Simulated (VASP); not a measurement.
# Lattice of Si2W, functional by functional, part 2 of 2

Aim: relax Si2W at several levels of theory and compare the cells. The starting structure is a measured crystal structure from the Crystallography Open Database. The first relaxation on each setting starts from this cell expanded by 3 % in volume.

VASP 6.6.1.

Results so far: PBEsol 13.35 Å³ an atom; LDA 13.16 Å³ an atom; PBE 13.63 Å³ an atom; PBEsol + D3(BJ) 12.98 Å³ an atom.

**6. Relaxation with r2SCAN**

Level of this step: r2SCAN; plane waves and PAW (W, Si) (VASP).

r2SCAN adds the kinetic-energy density, costs more than a GGA and is run with LASPH. This run starts from the cell of an earlier relaxation, which isn't shown; the restart sets up the plane waves anew.

INCAR reads:

```
SYSTEM = Si2W
PREC = Accurate
ENCUT = 450
EDIFF = 1E-06
NELM = 100
ISMEAR = 0
SIGMA = 0.05
LREAL = .FALSE.
ALGO = Normal
METAGGA = R2SCAN
LASPH = .TRUE.
NBANDS = 13
LORBIT = 11
LWAVE = .FALSE.
LCHARG = .FALSE.
KPAR = 4
IBRION = 2
NSW = 50
ISIF = 3
EDIFFG = -0.006
```

POSCAR reads:

```
Si2W
1.0
    0.0000000000     -3.2073033583      0.0000000000
   -3.2073033583      0.0000000000      0.0000000000
    1.6036516792     -1.6036516792     -3.9002741559
W Si
1 2
Direct
    0.0000000000      0.0000000000      0.0000000000
    0.6652622553      0.3347377447      0.6694754894
    0.3347377447      0.6652622553      0.3305245106
```

KPOINTS reads:

```
Automatic mesh
0
Gamma
12 12 12
0 0 0
```

Potentials, in the order of the species: W and Si (PBE family, release 64).

Run with:

```console
mpirun -np 4 vasp_std
```

Output:

```text
[banner, memory and clock lines left out]
running    4 mpi-ranks, on    1 nodes
[...]
[... a notice as in an earlier step ...]

 LDA part: xc-table for (None), standard interpolation
 POSCAR, INCAR and KPOINTS ok, starting setup
[...]
entering main loop
       N       E                     dE             d eps       ncg     rms          rms(c)
DAV:   1    -0.187443795482E+02   -0.18744E+02   -0.57439E+03  4262   0.865E+02
DAV:   2    -0.686197054812E+02   -0.49875E+02   -0.45284E+02  5255   0.183E+02
DAV:   3    -0.708960574604E+02   -0.22764E+01   -0.22058E+01  5715   0.325E+01
DAV:   4    -0.709250213980E+02   -0.28964E-01   -0.28938E-01  5043   0.420E+00
[...]
DAV:  11    -0.699553270737E+02   -0.16520E-04   -0.49566E-05  5089   0.555E-02    0.142E-02
DAV:  12    -0.699553335338E+02   -0.64601E-05   -0.10658E-05  5026   0.258E-02    0.799E-03
DAV:  13    -0.699553343242E+02   -0.79038E-06   -0.76066E-07  3109   0.708E-03
   1 F= -.69955334E+02 E0= -.69955162E+02  d E =-.699553E+02
[...]
reached required accuracy - stopping structural energy minimisation
```

The job ended after 72 s (4 MPI ranks of AMD EPYC 7R43, shared host; peak memory 0.69 GiB; 4.7 min of CPU time).

From OUTCAR (step 6):

```text
  Total        0.0060541      0.0060541     -0.0118665      0.0000000     -0.0000000      0.0000000
  in kB        0.2417600      0.2417600     -0.4738685      0.0000000     -0.0000000      0.0000000
  external PRESSURE =       0.0032171 kB  Pullay stress =       0.0000000 kB

 POSITION                                       TOTAL-FORCE (eV/Angst)
 -----------------------------------------------------------------------------------
      0.00000      0.00000      0.00000         0.000000      0.000000      0.000000
      0.00000     -3.20730     -2.61114        -0.000000      0.000000      0.005827
     -1.60365     -1.60365     -1.28914         0.000000     -0.000000     -0.005827
 -----------------------------------------------------------------------------------
    total drift:                               -0.000000     -0.000000      0.000000

  FREE ENERGIE OF THE ION-ELECTRON SYSTEM (eV)
  ---------------------------------------------------
  free  energy   TOTEN  =       -69.9553343242 eV

  energy  without entropy=      -69.9549905633  energy(sigma->0) =      -69.95516244

[... 2 parts as in an earlier step ...]

[... 2 further parts left out ...]
[key lines of the parts left out:]
E-fermi :  10.5969
```

With r2SCAN the relaxed cell holds 13.374 Å³ an atom, -0.78 % against the measured cell, with a = 3.207 Å and c = 7.801 Å. That is +0.21 % from PBEsol.

**7. Relaxation with PBEsol+U (W d 6.2 eV)**

The U is chosen by hand, not computed for this crystal, and pushes the named shell towards whole occupations.

Changes to INCAR since step 6:

```diff
@@ -9,5 +9,12 @@
 ALGO = Normal
-METAGGA = R2SCAN
+GGA = PS
+NBANDS = 13
+LDAU = .TRUE.
+LDAUTYPE = 2
+LDAUL = 2 -1
+LDAUU = 6.2 0
+LDAUJ = 0 0
+LDAUPRINT = 1
 LASPH = .TRUE.
-NBANDS = 13
+LMAXMIX = 4
 LORBIT = 11
```

POSCAR reads:

```
Si2W
1.0
    0.0000000000     -3.2456218715      0.0000000000
   -3.2456218715      0.0000000000      0.0000000000
    1.6228109358     -1.6228109358     -3.9537144022
W Si
1 2
Direct
    0.0000000000      0.0000000000      0.0000000000
    0.6653000000      0.3347000000      0.6694000000
    0.3347000000      0.6653000000      0.3306000000
```

KPOINTS is that of step 6.

Run with:

```console
mpirun -np 4 vasp_std
```

Output:

```text
[... set-up lines as in an earlier step ...]
 entering main loop
       N       E                     dE             d eps       ncg     rms          rms(c)
DAV:   1     0.264067941937E+02    0.26407E+02   -0.54984E+03  4302   0.830E+02
DAV:   2    -0.183347266152E+02   -0.44742E+02   -0.40556E+02  5421   0.165E+02
DAV:   3    -0.203589649553E+02   -0.20242E+01   -0.19624E+01  5847   0.294E+01
DAV:   4    -0.203923060663E+02   -0.33341E-01   -0.33293E-01  5160   0.440E+00
[...]
DAV:  40    -0.815293077942E+04    0.42022E+04   -0.24758E+02  5751   0.188E+02    0.142E+04
DAV:  41    -0.180203293702E+04    0.63509E+04   -0.10063E+02  6369   0.177E+02    0.154E+04
DAV:  42     0.733834615079E+05    0.75185E+05   -0.33276E+05  7996   0.621E+03    0.539E+03
 -----------------------------------------------------------------------------
|                                                                             |
|     EEEEEEE  RRRRRR   RRRRRR   OOOOOOO  RRRRRR      ###     ###     ###     |
|     E        R     R  R     R  O     O  R     R     ###     ###     ###     |
|     E        R     R  R     R  O     O  R     R     ###     ###     ###     |
|     EEEEE    RRRRRR   RRRRRR   O     O  RRRRRR       #       #       #      |
|     E        R   R    R   R    O     O  R   R                               |
|     E        R    R   R    R   O     O  R    R      ###     ###     ###     |
|     EEEEEEE  R     R  R     R  OOOOOOO  R     R     ###     ###     ###     |
|                                                                             |
|     ERROR FEXCP: supplied Exchange-correletion table                        |
|      is too small, maximal index : 4911                                     |
|                                                                             |
|       ---->  I REFUSE TO CONTINUE WITH THIS SICK JOB ... BYE!!! <----       |
|                                                                             |
 -----------------------------------------------------------------------------

1
1
1
1
```

The job ended after 55 s (4 MPI ranks).

VASP stopped with this message: “ERROR FEXCP: supplied Exchange-correletion table is too small, maximal index : 4911”.

**8. Relaxation with LDA+U (W d 6.2 eV)**

Changes to INCAR since step 7:

```diff
@@ -9,3 +9,3 @@
 ALGO = Normal
-GGA = PS
+GGA = CA
 NBANDS = 13
```

POSCAR is that of step 7.

KPOINTS is that of step 7.

The projector-augmented-wave data sets are W and Si (LDA family, release 64).

Run with:

```console
mpirun -np 4 vasp_std
```

Output:

```text
[... set-up lines as in an earlier step ...]
 entering main loop
       N       E                     dE             d eps       ncg     rms          rms(c)
DAV:   1     0.251944791441E+02    0.25194E+02   -0.54967E+03  4286   0.828E+02
DAV:   2    -0.190935135050E+02   -0.44288E+02   -0.40269E+02  5388   0.157E+02
DAV:   3    -0.210121991808E+02   -0.19187E+01   -0.18646E+01  5828   0.289E+01
DAV:   4    -0.210388570512E+02   -0.26658E-01   -0.26620E-01  5001   0.381E+00
[...]
DAV:  61     0.129387684719E+06   -0.32310E+05   -0.11897E+03  5878   0.117E+03    0.234E+04
DAV:  62     0.130123315391E+06    0.73563E+03   -0.47593E+01  5326   0.130E+02    0.234E+04
DAV:  63     0.139686453340E+06    0.95631E+04   -0.60842E+00  6560   0.381E+01BRMIX: very serious problems
 the old and the new charge density differ
 old charge density:    14.00000 new   13.99462
BRMIX: very serious problems
 the old and the new charge density differ
 old charge density:    14.00000 new   13.99462
BRMIX: very serious problems
 the old and the new charge density differ
[...]
|     E        R   R    R   R    O     O  R   R                               |
|     E        R    R   R    R   O     O  R    R      ###     ###     ###     |
|     EEEEEEE  R     R  R     R  OOOOOOO  R     R     ###     ###     ###     |
|                                                                             |
|     Orbital orthonormalization failed in the inversion of matrix            |
|     LAPACK: Routine ZPOTRF failed! kpoint: 1 spin: 1                        |
|                                                                             |
|     Possible solutions for this issue are:                                  |
|     - Please check whether the atoms are too close to each other.           |
|     - Decreasing POTIM might help during relaxations or MDs.                |
|     - Deleting CHGCAR or WAVECAR if incompatible with the structure.        |
|     - Try calculating without symmetrizing (ISYM = 0 or ISYM = -1).         |
|     - As last resort: using a different PAW for some of the atoms.          |
|                                                                             |
|       ---->  I REFUSE TO CONTINUE WITH THIS SICK JOB ... BYE!!! <----       |
|                                                                             |
 -----------------------------------------------------------------------------

1
1
1
1
```

Run time: 2.1 min. Hardware: 4 MPI ranks.

VASP stopped with this message: “Orbital orthonormalization failed in the inversion of matrix LAPACK: Routine ZPOTRF failed! kpoint: 1 spin: 1”.

**9. Relaxation with r2SCAN + rVV10**

rVV10 adds a nonlocal correlation energy for dispersion. This run starts from the cell of an earlier relaxation, which isn't shown; the restart sets up the plane waves anew.

INCAR reads:

```
SYSTEM = Si2W
PREC = Accurate
ENCUT = 450
EDIFF = 1E-06
NELM = 100
ISMEAR = 0
SIGMA = 0.05
LREAL = .FALSE.
ALGO = Normal
METAGGA = R2SCAN
LUSE_VDW = .TRUE.
IVDW_NL = 2
BPARAM = 11.95
CPARAM = 0.0093
LASPH = .TRUE.
NBANDS = 13
LORBIT = 11
LWAVE = .FALSE.
LCHARG = .FALSE.
KPAR = 4
IBRION = 2
NSW = 50
ISIF = 3
EDIFFG = -0.006
```

POSCAR reads:

```
Si2W
1.0
    0.0000000000     -3.2039971674      0.0000000000
   -3.2039971674      0.0000000000      0.0000000000
    1.6019985837     -1.6019985837     -3.8973766115
W Si
1 2
Direct
    0.0000000000      0.0000000000      0.0000000000
    0.6653783966      0.3346216034      0.6692432067
    0.3346216034      0.6653783966      0.3307567933
```

KPOINTS is that of step 8.

Potentials, in the order of the species: W and Si (PBE family, release 64).

Run with:

```console
mpirun -np 4 vasp_std
```

Output:

```text
[banner, memory and clock lines left out]
running    4 mpi-ranks, on    1 nodes
[...]
|                                                                             |
|               ----> ADVICE to this user running VASP <----                  |
|                                                                             |
|     You have switched on vdW-DFT.                                           |
|     This routine was written and supplied by Jiri Klimes. We recommend      |
|     that you carefully read and cite the following publications:            |
|       J. Klimes, D.R. Bowler, A. Michelides                                 |
|          J. Phys.: Cond Matt. 22 022201 (2010)                              |
|       J. Klimes, D.R. Bowler, A. Michelides                                 |
|          Phys. Rev. B. 83, 195131 (2011)                                    |
|     and references therein.                                                 |
|                                                                             |

[...]
DAV:  11    -0.698006780840E+02   -0.15932E-04   -0.48207E-05  5044   0.547E-02    0.138E-02
Total rVV10 correction in eV:      0.1543143    21.4092026
Total rVV10 correction in eV:      0.1543143    21.4092026
Total rVV10 correction in eV:      0.1543143    21.4092026
Total rVV10 correction in eV:      0.1543143    21.4092026
DAV:  12    -0.698006840929E+02   -0.60090E-05   -0.99530E-06  5056   0.249E-02    0.776E-03
Total rVV10 correction in eV:      0.1543199    21.4092026
Total rVV10 correction in eV:      0.1543199    21.4092026
Total rVV10 correction in eV:      0.1543199    21.4092026
Total rVV10 correction in eV:      0.1543199    21.4092026
DAV:  13    -0.698006848391E+02   -0.74619E-06   -0.70331E-07  3029   0.681E-03
Total rVV10 correction in eV:      0.1543225    21.4092026
Total rVV10 correction in eV:      0.1543225    21.4092026
Total rVV10 correction in eV:      0.1543225    21.4092026
Total rVV10 correction in eV:      0.1543225    21.4092026
Total rVV10 correction in eV:      0.1543218    21.4092026
Total rVV10 correction in eV:      0.1543218    21.4092026
Total rVV10 correction in eV:      0.1543218    21.4092026
Total rVV10 correction in eV:      0.1543218    21.4092026
   1 F= -.69800685E+02 E0= -.69800524E+02  d E =-.698007E+02
[...]
reached required accuracy - stopping structural energy minimisation
```

It took 2.3 min on 4 MPI ranks; peak memory 1 GiB; 9.2 min of CPU time.

Parts of OUTCAR (step 9):

```text
  Total       -0.0018069     -0.0018069      0.0097576      0.0000000     -0.0000000      0.0000000
  in kB       -0.0723594     -0.0723594      0.3907488      0.0000000     -0.0000000      0.0000000
  external PRESSURE =       0.0820100 kB  Pullay stress =       0.0000000 kB

 POSITION                                       TOTAL-FORCE (eV/Angst)
 -----------------------------------------------------------------------------------
      0.00000      0.00000      0.00000        -0.000000     -0.000000      0.000000
     -0.00000     -3.20400     -2.60829        -0.000000      0.000000      0.000577
     -1.60200     -1.60200     -1.28908         0.000000     -0.000000     -0.000577
 -----------------------------------------------------------------------------------
    total drift:                               -0.000000      0.000000      0.000000

  FREE ENERGIE OF THE ION-ELECTRON SYSTEM (eV)
  ---------------------------------------------------
  free  energy   TOTEN  =       -69.8006848391 eV

  energy  without entropy=      -69.8003630973  energy(sigma->0) =      -69.80052397

[... 2 parts as in an earlier step ...]

[... 2 further parts left out ...]
[key lines of the parts left out:]
E-fermi :  10.6345
```

With r2SCAN + rVV10 the relaxed cell holds 13.336 Å³ an atom, -1.06 % against the measured cell, with a = 3.204 Å and c = 7.795 Å. That is -0.07 % from PBEsol.

**10. All runs side by side**

```tsv
level	ended	volume (Å³/atom)	against the measured cell (%)	a (Å)	c (Å)	pressure left (GPa)	core minutes
PBEsol	converged	13.346	-0.98	3.201	7.8147	0.01	9.13
LDA	converged	13.156	-2.39	3.186	7.7767	0.0	8.4
PBE	converged	13.629	1.12	3.2251	7.8622	0.02	7.33
PBEsol + D3(BJ)	converged	12.98	-3.7	3.1692	7.7537	0.01	7.72
r2SCAN	converged	13.374	-0.78	3.2073	7.8005	0.0	26.8
PBEsol+U (W d 6.2 eV)	stopped by VASP	-	-	-	-	-	3.67
LDA+U (W d 6.2 eV)	stopped by VASP	-	-	-	-	-	8.47
r2SCAN + rVV10	converged	13.336	-1.06	3.204	7.7948	0.01	44.3
```

Core minutes are wall time times ranks, summed over the relaxations behind a row (those for a bulk modulus apart), on shared hosts.

**11. Results**

```
volume, PBEsol          : 13.35 Å³/atom
volume, LDA             : 13.16 Å³/atom
volume, PBE             : 13.63 Å³/atom
volume, PBEsol + D3(BJ) : 12.98 Å³/atom
volume, r2SCAN          : 13.37 Å³/atom
volume, r2SCAN + rVV10  : 13.34 Å³/atom
```

Across 6 levels the volume of Si2W spans 5.0 %, from 12.98 Å³ an atom (PBEsol + D3(BJ)) to 13.63 Å³ (PBE). Against the measured volume of the starting structure, r2SCAN comes nearest (-0.8 %) and PBEsol + D3(BJ) lies farthest (-3.7 %). The measured cell holds zero-point expansion and, unless it was taken cold, thermal expansion, which the runs lack, so small differences decide nothing. Adding D3(BJ) to PBEsol changes the volume by -2.7 %. Adding rVV10 to r2SCAN changes the volume by -0.3 %. Spin-orbit coupling is left out of all runs, which can matter with elements this heavy. All runs keep the symmetry of the start, so they can't find a distortion of lower symmetry. No result to use came from PBEsol+U (W d 6.2 eV) and LDA+U (W d 6.2 eV). Further runs on this material are not shown.

[Lines on the potential files, build, host, timing and source positions are cut from VASP's logs without a mark.]

[Logs are printed without paths, hosts, clocks, repeated set-up lines and the standing remarks that a program may print on its own settings, such as how far it seeks lower states.]

[Hosts, paths, dates, database ids (printed as entryN), source tags and the programs' standing remarks are cut or masked in the printed files.]
